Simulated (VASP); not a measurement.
A convergence study with VASP on ZrB2 (space group no. 191 when undisturbed): one setting is varied, all else stays as given below, so the limit is that of these other settings. One atom is moved off its site, so that forces are finite.

```xyz
3
Lattice="1.5929 -2.7590 0.0000 1.5929 2.7590 0.0000 0.0000 0.0000 3.5476" Properties=species:S:1:pos:R:3 pbc="T T T"
Zr     0.0000     0.0000     0.0500
B      1.5929     0.9197     1.7738
B      1.5929    -0.9197     1.7738
```

The numbers are results of PBE GGA, VASP's PBE PAW potentials (set 64) (plane waves; VASP), not measurements. The tightest run used: 960 eV cut-off, 12×12×9 Γ-centred mesh, Fermi-Dirac smearing of 0.10 eV, potentials Zr_sv B.

The settings run are ENCUT = 140; ENCUT = 160; ENCUT = 180; ENCUT = 200; ENCUT = 220; ENCUT = 240; ENCUT = 280; ENCUT = 320; ENCUT = 360; ENCUT = 440; ENCUT = 480; ENCUT = 540; ENCUT = 600; ENCUT = 700; ENCUT = 800; ENCUT = 960. From which on does the stress (every component) stay within 0.2 GPa of the tightest run?

From ENCUT = 440 on: it is off by 0.01 there and by no more than 0.2 in any finer run, while ENCUT = 360 is off by 0.59.
| setting | E (eV/atom) | pressure (GPa) | largest force (eV/Å) | plane waves | difference judged (GPa) |
|---|---|---|---|---|---|
| ENCUT = 140 | -7.4383 | -180.73 | 0.896 | 129 | 178.97 |
| ENCUT = 160 | -7.8185 | -92.67 | 0.466 | 151 | 93.28 |
| ENCUT = 180 | -8.0524 | -46.99 | 0.509 | 182 | 48.48 |
| ENCUT = 200 | -8.1710 | -23.30 | 0.627 | 213 | 23.66 |
| ENCUT = 220 | -8.2361 | -11.99 | 0.680 | 240 | 10.70 |
| ENCUT = 240 | -8.2698 | -7.01 | 0.689 | 276 | 4.98 |
| ENCUT = 280 | -8.3007 | -4.26 | 0.688 | 346 | 2.27 |
| ENCUT = 320 | -8.3161 | -3.34 | 0.695 | 418 | 1.30 |
| ENCUT = 360 | -8.3191 | -2.66 | 0.688 | 495 | 0.59 |
| ENCUT = 440 | -8.3202 | -2.07 | 0.686 | 678 | 0.01 |
| ENCUT = 480 | -8.3203 | -2.09 | 0.686 | 758 | 0.02 |
| ENCUT = 540 | -8.3206 | -2.17 | 0.686 | 912 | 0.09 |
| ENCUT = 600 | -8.3211 | -2.16 | 0.685 | 1057 | 0.09 |
| ENCUT = 700 | -8.3215 | -2.09 | 0.685 | 1328 | 0.02 |
| ENCUT = 800 | -8.3216 | -2.09 | 0.685 | 1642 | 0.01 |
| ENCUT = 960 | -8.3216 | -2.08 | 0.685 | 2122 | 0.00 |

Left out are rungs that failed or repeat a setting and relaxations that didn't move; long series are thinned to 24 rows.

The structure is a typed ZrB2 crystal (space group no. 191). The cell was not relaxed at this level, it is distorted from the ideal structure.
